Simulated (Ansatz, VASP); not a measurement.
**Cross-check of ZnCu2SnS4 between VASP and Ansatz**

Aim: how closely do two programs agree when they are given the same cell, functional and k mesh? The cell is taken from a series of runs on this material, whose earlier steps may have relaxed, scaled, displaced or heated it; both programs get it as it stands.

Main program and level: Ansatz 0.2.0; plane waves, with VASP 6.6.1 beside it; HSE06.

### Step 1. Set-up

It takes space group I-4 (No. 82, tetragonal). The conventional cell has a = 5.434 Å, b = 5.434 Å, c = 10.850 Å, α = 90.00°, β = 90.00°, γ = 90.00°. Zn has 4 S at 2.33 Å nearest. Cu has 4 S at 2.33 Å nearest. Nearest to Cu lie 4 S at 2.33 Å. Sn has 4 S at 2.41 Å nearest. Nearest to S lie 1 Zn at 2.33 Å and 2 Cu at 2.33 Å and 1 Sn at 2.41 Å. Farther neighbours and most contacts between anions are not listed.

### Step 2. Ansatz: single point, HSE06

Ansatz runs on its PAW soft_1 files.

A single point takes one fixed geometry, so differences don't come from the geometry; what else differs is listed under the comparison.

Input file input.yaml:

```yaml
crystal:
  lattice:
    - [-2.7171, 2.7171, 5.4248]
    - [2.7171, -2.7171, 5.4248]
    - [2.7171, 2.7171, -5.4248]
  atoms:
    - { symbol: Zn, position: [0.25, 0.75, 0.5] }
    - { symbol: Cu, position: [0.0, 0.0, 0.0] }
    - { symbol: Cu, position: [0.75, 0.25, 0.5] }
    - { symbol: Sn, position: [0.5, 0.5, 0.0] }
    - { symbol: S, position: [0.37161, 0.88441, 0.9996] }
    - { symbol: S, position: [0.11559, 0.11519, 0.4872] }
    - { symbol: S, position: [0.88481, 0.37201, 0.0004] }
    - { symbol: S, position: [0.62799, 0.62839, 0.5128] }
kpoints:
  mp_grid: { grid: [4, 4, 4] }
  band_path:
    path:
      - [0.0, 0.0, 0.0]
      - [0.0, 0.0, 0.5]
      - [0.25, 0.25, 0.25]
      - [0.0, 0.5, 0.0]
      - [0.5, 0.5, -0.5]
      - [0.31271679, 0.68728321, -0.31271679]
      - [-0.31271679, 0.31271679, 0.31271679]
      - [-0.12543357, 0.12543357, 0.5]
    npoints: 1
hamiltonian:
  xc: hse06
  pseudopotentials: { kind: paw, azcp: { folder: soft_1 } }
scf:
  occupations: { method: fixed }
  n_extra_bands: 6
output:
  eigenvalues: true
```

On the command line:

```console
> ansatz run input.yaml --threads 3 --pin off --max-ram 92160MiB --backend cuda --events-out ev --progress --plain --runs-dir out --devices 1 --max-vram 13GiB
```

Numbers of over 12 decimals in the logs are rounded to 6 here.

The program printed:

```text
scf.n_extra_bands = 6 over 44 filled bands (N_el = 88.0): the run solves 50 bands
GPUs: using 1 of 1 available (devices: 1).
Engine: ansatz 0.2.0, x86_64-unknown-linux-gnu
Pseudopotentials: kind: paw
Pseudopotential: Zn, paw, valence charge 12, recommended cutoff 420 eV (normal), soft_1/Zn.paw.azcp
Pseudopotential: Cu, paw, valence charge 19, recommended cutoff 420 eV (normal), soft_1/Cu.paw.azcp
Pseudopotential: Sn, paw, valence charge 14, recommended cutoff 420 eV (normal), soft_1/Sn.paw.azcp
Pseudopotential: S, paw, valence charge 6, recommended cutoff 420 eV (normal), soft_1/S.paw.azcp
Functional definition: HSE06
  parameter a = 0.25
  parameter omega = 0.11/bohr
  exchange = pbe_x - a*pbe_x_sr(omega) + a*exact_x_sr(omega)
  correlation = pbe_c
davidson cushion auto → on  (no smearing: the cushion is to keep the highest requested band from converging to the state above it; pin scf.eigensolver.cushion to override)
device memory: the entry about to start is reckoned to put 3.5 GiB on a device that reports 31.0 GiB free (of which the cap on the GPU budget leaves the run 13.0 GiB)
GPU FFT provider: cuFFT
GPU libraries: cuBLAS 13.8.2, cuFFT 12.4.0, cuSOLVER 12.3.4
Crystal: 8 atoms, lattice volume = 160.197 Å³
Basis set: ecut = 420 eV, 3083 PW (Γ)
Bands: 50, of which v1, the nominal top of the filled ones, is band 44 counted from 1 (43 counted from 0)
Symmetry: 4 space group operations
Space group: I-4 (ITA 82), of the structure as read, at distance tolerance 5.4e-5 Å
k-points: 14 of 64 (time reversal used)
Non-local potential: Zn, projectors of the file, l = 0: 2, l = 1: 2, l = 2: 3, l = 3: 1
Non-local potential: Cu, projectors of the file, l = 0: 3, l = 1: 2, l = 2: 3, l = 3: 1
Non-local potential: Sn, projectors of the file, l = 0: 2, l = 1: 2, l = 2: 2, l = 3: 1
Non-local potential: S, projectors of the file, l = 0: 2, l = 1: 2, l = 2: 1
PAW form: soft (Blöchl's): semilocal exchange-correlation on the pseudo side does not see the compensation charge
PAW frozen core: Zn, regenerated for the run's functional, and the local potential with it (the file was generated under x = pbe(κ = 0.804, μ = 0.219515), c = pbe(β = 0.066725))
PAW frozen core: Cu, regenerated for the run's functional, and the local potential with it (the file was generated under x = pbe(κ = 0.804, μ = 0.219515), c = pbe(β = 0.066725))
PAW frozen core: Sn, regenerated for the run's functional, and the local potential with it (the file was generated under x = pbe(κ = 0.804, μ = 0.219515), c = pbe(β = 0.066725))
PAW frozen core: S, regenerated for the run's functional, and the local potential with it (the file was generated under x = pbe(κ = 0.804, μ = 0.219515), c = pbe(β = 0.066725))
PAW one-centre angular grid: Zn, 590 points (default); XC on 64 Gauss nodes
PAW one-centre angular grid: Cu, 590 points (default); XC on 64 Gauss nodes
PAW one-centre angular grid: Sn, 590 points (default); XC on 64 Gauss nodes
PAW one-centre angular grid: S, 110 points (default); XC on 64 Gauss nodes
Initial density: superposition of atomic densities (chi_scale 0.1, normalization cell, long waves kept (reshape's long-wave potential 0.01 eV rms))
Initial wavefunctions: pseudopotential atomic-orbital guess
GPU buffer pool allocated for 91125 grid points (all kernels)
GPU transforms: local potential and band sums: pruned to the plane-wave sphere, on 45×45×45
Functional: x = pbe(κ = 0.804, μ = 0.219515), c = pbe(β = 0.066725), warm-up for x = pbe(κ = 0.804, μ = 0.219515) + 0.25 (exact − pbe) at short range (hse, ω = 0.207870 Å⁻¹), c = pbe(β = 0.066725); HSE06 as pw.x's `hse` composes it (authors' and Libxc's form: `xc: wpbeh`)
SCF iter   1: F=—  HF=-26205.651970 eV  |F-HF|=—  |Δ(HF+E_count)|=         —  Δρ=3.91e-2  dr2=2.01e0  ethr=1.00e-1  ⟨swp⟩=5.6  Hψ=2108  notcnv=0
preconditioner: auto → none  [insulator: Δε(μ)=0.367 eV  Ē_g=10.819 eV  n_scr=36 (ndim 8)  ℏωp=24.9 eV  f_vac=0.000]
SCF iter   2: F=—  HF=-26205.650873 eV  |F-HF|=—  |Δ(HF+E_count)|=   1.10e-3  Δρ=1.91e-2  dr2=4.49e-1  ethr=2.28e-3  ⟨swp⟩=5.4  Hψ=2215  notcnv=0  defer=5
SCF iter   3: F=—  HF=-26205.604354 eV  |F-HF|=—  |Δ(HF+E_count)|=   4.65e-2  Δρ=1.95e-2  dr2=3.95e-1  ethr=5.10e-4  ⟨swp⟩=4.0  Hψ=2082  notcnv=0
SCF iter   4: F=—  HF=-26205.644233 eV  |F-HF|=—  |Δ(HF+E_count)|=   3.99e-2  Δρ=1.87e-2  dr2=4.47e-1  ethr=4.49e-4  ⟨swp⟩=4.0  Hψ=1935  notcnv=0
iter 5 solved again at ethr=9.33e-6 eV; its pass at ethr=4.49e-4 eV (dr2=8.21e-3 eV) is discarded
SCF iter   5: F=—  HF=-26205.557388 eV  |F-HF|=—  |Δ(HF+E_count)|=   8.68e-2  Δρ=2.11e-3  dr2=8.14e-3  ethr=9.33e-6  ⟨swp⟩=4.0  Hψ=3538  notcnv=0
SCF iter   6: F=—  HF=-26205.556148 eV  |F-HF|=—  |Δ(HF+E_count)|=   1.24e-3  Δρ=5.02e-4  dr2=2.59e-4  ethr=9.25e-6  ⟨swp⟩=3.6  Hψ=1772  notcnv=0
SCF iter   7: F=—  HF=-26205.556266 eV  |F-HF|=—  |Δ(HF+E_count)|=   1.18e-4  Δρ=7.71e-4  dr2=6.97e-4  ethr=2.94e-7  ⟨swp⟩=4.1  Hψ=2302  notcnv=0
SCF iter   8: F=—  HF=-26205.556186 eV  |F-HF|=—  |Δ(HF+E_count)|=   8.04e-5  Δρ=4.31e-4  dr2=2.02e-4  ethr=2.94e-7  ⟨swp⟩=4.0  Hψ=2092  notcnv=0
SCF iter   9: F=—  HF=-26205.556157 eV  |F-HF|=—  |Δ(HF+E_count)|=   2.89e-5  Δρ=1.11e-4  dr2=1.22e-5  ethr=2.29e-7  ⟨swp⟩=3.0  Hψ=1596  notcnv=0
[...]
SCF 1 stopped early in 10 iterations: F = -26205.556157 eV  dr2 = 7.71e-7
  greatest PAW one-centre occupation: 1.000 electrons in one spin orbital (limit 2), on the Cu atom at site 2 (counted from 0), in its partial waves of l = 0
device memory: the entry about to start is reckoned to put 4.1 GiB (of the 4.2 GiB reckoned in all, the device holds 0.1 GiB already) on a device that reports 30.9 GiB free (of which the cap on the GPU budget leaves the run 13.0 GiB)
GPU FFT provider: cuFFT
GPU libraries: cuBLAS 13.8.2, cuFFT 12.4.0, cuSOLVER 12.3.4
Initial density: handed on by an earlier stage of this run
Initial wavefunctions: those handed on with the density
GPU buffer pool allocated for 91125 grid points (all kernels)
GPU transforms: local potential and band sums: pruned to the plane-wave sphere, on 45×45×45
Functional: x = pbe(κ = 0.804, μ = 0.219515) + 0.25 (exact − pbe) at short range (hse, ω = 0.207870 Å⁻¹), c = pbe(β = 0.066725); HSE06 as pw.x's `hse` composes it (authors' and Libxc's form: `xc: wpbeh`)
Exchange kernel: α = 0.2500, screened, ω = 0.2079 Å⁻¹, Wigner–Seitz truncation, v(0) = 1046.4954 eV·Å³, q-mesh 4×4×4, nearest image of the exchange supercell L = 21.74 Å, pair-density grid 24×24×24, without the augmentation charges, whose exchange is taken in its separable form by FFT convolution over the k-point mesh (sized by the pseudopotential files, 36×36×32 at the most), smooth part of the exact exchange by density-matrix convolution in up to 6.02 GiB of GPU memory as planned if the GPU has room (build and FFT work areas not counted)
Frozen-core exchange: fock
[...]
preconditioner: auto → none  [insulator: Δε(μ)=1.784 eV  Ē_g=12.930 eV  n_scr=36 (ndim 8)  ℏωp=24.9 eV  f_vac=0.037]
[...]
SCF iter   6: F=—  HF=-26210.513613 eV  |F-HF|=—  |Δ(HF+E_count)|=   7.17e-4  Δρ=6.25e-4  dr2=6.72e-4  ethr=8.76e-9  ⟨swp⟩=6.4  Hψ=3278  notcnv=0
SCF iter   7: F=—  HF=-26210.515423 eV  |F-HF|=—  |Δ(HF+E_count)|=   1.81e-3  Δρ=9.98e-4  dr2=9.42e-4  ethr=8.76e-9  ⟨swp⟩=6.9  Hψ=3363  notcnv=0  defer=2
SCF iter   8: F=—  HF=-26210.515244 eV  |F-HF|=—  |Δ(HF+E_count)|=   1.79e-4  Δρ=4.32e-4  dr2=2.24e-4  ethr=8.76e-9  ⟨swp⟩=4.6  Hψ=2564  notcnv=0
SCF iter   9: F=-26210.515202 eV  HF=-26210.515203 eV  |F-HF|=2.21e-7  |Δ(HF+E_count)|=   4.13e-5  Δρ=2.06e-5  dr2=1.84e-5  ethr=8.76e-9  ⟨swp⟩=4.1  Hψ=2493  notcnv=0
SCF 2 stopped early in 9 iterations: F = -26210.515202 eV  dr2 = 1.84e-5
hybrid outer 1: dexx = +6.052e-2 eV, tail = 3.07e-4 eV
GPU FFT provider: cuFFT
GPU libraries: cuBLAS 13.8.2, cuFFT 12.4.0, cuSOLVER 12.3.4
GPU buffer pool allocated for 91125 grid points (all kernels)
GPU transforms: local potential and band sums: pruned to the plane-wave sphere, on 45×45×45
Exchange kernel: α = 0.2500, screened, ω = 0.2079 Å⁻¹, Wigner–Seitz truncation, v(0) = 1046.4954 eV·Å³, q-mesh 4×4×4, nearest image of the exchange supercell L = 21.74 Å, pair-density grid 24×24×24, without the augmentation charges, whose exchange is taken in its separable form by FFT convolution over the k-point mesh (sized by the pseudopotential files, 36×36×32 at the most), smooth part of the exact exchange by density-matrix convolution in up to 6.02 GiB of GPU memory as planned if the GPU has room (build and FFT work areas not counted)
Frozen-core exchange: fock
SCF iter   1: F=—  HF=-26210.512961 eV  |F-HF|=—  |Δ(HF+E_count)|=         —  Δρ=1.40e-4  dr2=2.25e-5  ethr=1.74e-6  ⟨swp⟩=3.4  Hψ=1663  notcnv=0
preconditioner: auto → none  [insulator: Δε(μ)=1.478 eV  Ē_g=12.645 eV  n_scr=36 (ndim 8)  ℏωp=24.9 eV  f_vac=0.046]
SCF iter   2: F=—  HF=-26210.512968 eV  |F-HF|=—  |Δ(HF+E_count)|=   6.97e-6  Δρ=1.90e-4  dr2=4.26e-5  ethr=2.20e-8  ⟨swp⟩=4.6  Hψ=2303  notcnv=0
SCF iter   3: F=—  HF=-26210.512960 eV  |F-HF|=—  |Δ(HF+E_count)|=   7.41e-6  Δρ=5.61e-5  dr2=4.81e-6  ethr=2.20e-8  ⟨swp⟩=3.9  Hψ=1955  notcnv=0
SCF iter   4: F=—  HF=-26210.512965 eV  |F-HF|=—  |Δ(HF+E_count)|=   4.43e-6  Δρ=1.90e-5  dr2=6.22e-7  ethr=4.67e-9  ⟨swp⟩=5.3  Hψ=1923  notcnv=0  defer=3
iter 5 solved again at ethr=4.10e-11 eV; its pass at ethr=5.81e-10 eV (dr2=3.60e-8 eV) is discarded
SCF iter   5: F=-26210.512965 eV  HF=-26210.512965 eV  |F-HF|=3.70e-8  |Δ(HF+E_count)|=   1.09e-7  Δρ=5.21e-6  dr2=6.19e-8  ethr=4.10e-11  ⟨swp⟩=3.4  Hψ=3427  notcnv=0
SCF 3 converged in 5 iterations: F = -26210.512965 eV  dr2 = 6.19e-8
hybrid outer 2: dexx = +4.876e-6 eV, tail = 3.09e-7 eV, Δε = 6.01e-3 eV (about 2.45e-4 eV left of the loop's levels)
the search or the solves at the SCF's close seem to have found levels that the self-consistency loop had missed (the run counts 1). By its estimate they hold under 1e-12 electrons; where the run keeps them, the occupations were computed again with them
device memory: the entry about to start is reckoned to put 1.3 GiB on a device that reports 38.4 GiB free (of which the cap on the GPU budget leaves the run 13.0 GiB)
NSCF: frozen V_eff on 8 k-points
hybrid SCF converged: 2 outer / 14 inner (+10 warm-up), last move |dexx| = 4.88e-6 eV, tail = 3.09e-7 eV
Stability not checked: this state was not tested for a lower state beside it, because the functional holds exact exchange (a hybrid, or Hartree-Fock), whose exchange loop this test does not read (fock_operator; see scf.lower_state_search)
Free energy (F): -26210.512964 eV
Frozen-core exchange: fock
Harris-Foulkes:  -26210.512964 eV  (|F-HF|=3.70e-8)
Internal energy: -26210.512964 eV  (E = F + TS)
E sigma→0 (E₀):  -26210.512964 eV
Fermi energy:    7.169637 eV
--- Per-component energies (eV) ---
  E_band       = -1290.728530
  E_kinetic    = 1256.562220
  E_local      = -16330.049578  (includes V_loc(G=0)·N_el)
  E_nonlocal   = 2927.197898
  E_hartree    = 7023.932677
  E_xc         = -558.260619
  E_vxc        = -510.095719  (∫ρ·V_xc dr)
  E_exx        = -342.610749  (= α·E_x^exact, valence–valence)
  E_paw        = -12162.905870  (= ΣΔE_a)
  E_vpaw       = -1996.961309  (= ΣTr[D̂ρ^β])
  E_aug_tail   = 0.002054  (compensation charges beyond the density's cutoff)
  E_ewald      = -8024.456617
  E_core_change = 0.075621  (= ΣΔE_core)
  E_smearing   = -0.000000  (= −TS)
  E_closure    = 0.000000  (closes the sum)
  Σ components = -26210.512964   (vs F -26210.512964, Δ=0.00e0)
--- Band table (eV; the first three rows and the last of 14) ---
  k-point 0: bands = [... 40 lower, 5.4212, 7.1064, 7.1064, 7.1696, 8.6486, 10.2564, 11.3628, 12.1819, ... 2 higher]
  k-point 1: bands = [... 40 lower, 5.7958, 5.9135, 6.5165, 6.9443, 9.6689, 11.3088, 11.7579, 12.0146, ... 2 higher]
  k-point 2: bands = [... 40 lower, 6.2690, 6.3767, 6.5883, 6.6858, 9.1534, 10.8158, 11.6497, 12.6103, ... 2 higher]
  k-point 13: bands = [... 40 lower, 5.9018, 5.9018, 6.1767, 6.1767, 9.7721, 10.2868, 10.2868, 10.7737, ... 2 higher]
```

The column dr2 measures how far the density is from self-consistency, as an energy; F and HF (Harris–Foulkes) agree once it is small.

[end of part 1 of 2]

[Lines on the potential files, build, host, timing and source positions are cut from VASP's logs without a mark.]

[Logs are printed without paths, hosts, clocks, repeated set-up lines and the standing remarks that a program may print on its own settings, such as how far it seeks lower states.]

[Hosts, paths, dates, database ids (printed as entryN), source tags and the programs' standing remarks are cut or masked in the printed files.]
